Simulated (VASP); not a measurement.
A convergence study with VASP on CsPbBr₃ (cubic perovskite): one setting is varied, all else stays as given below, so the limit is that of these other settings.

```yaml
crystal:
  lattice:
    - [5.87000, 0.00000, 0.00000]
    - [0.00000, 5.87000, 0.00000]
    - [0.00000, 0.00000, 5.87000]
  atoms:
    - { symbol: Cs, position: [0.00000, 0.00000, 0.00000] }
    - { symbol: Pb, position: [0.50000, 0.50000, 0.50000] }
    - { symbol: Br, position: [0.50000, 0.00000, 0.50000] }
    - { symbol: Br, position: [0.00000, 0.50000, 0.50000] }
    - { symbol: Br, position: [0.50000, 0.50000, 0.00000] }
```

Level of theory: PBE GGA, VASP's PBE PAW potentials (set 64) (plane waves; VASP). The tightest run used: 550 eV cut-off, 12×12×12 Γ-centred mesh, Gaussian smearing of 0.050 eV, potentials Cs_sv Pb_d Br.

| setting | E (eV/atom) | pressure (GPa) | irreducible k-points |
|---|---|---|---|
| 1×1×1 mesh | -3.8232 | -1.17 | 1 |
| 3×3×3 mesh | -3.1923 | 1.14 | 4 |
| 5×5×5 mesh | -3.1698 | 1.40 | 10 |

Problem. These are the cheaper rows. Estimate the results at 12×12×12 mesh, and how far the last row shown lies from them.

Solution. 
| quantity | tightest run | last row shown is off by |
|---|---|---|
| E (eV/atom) | -3.1678 | -0.0020 |
| pressure (GPa) | 1.44 | -0.04 |

Left out are rungs that failed or repeat a setting and relaxations that didn't move; long series are thinned to 24 rows.

The compound is CsPbBr3 in the cubic perovskite structure, the ideal cubic form; the compound distorts at low or room temperature. The cell was not relaxed at this level.
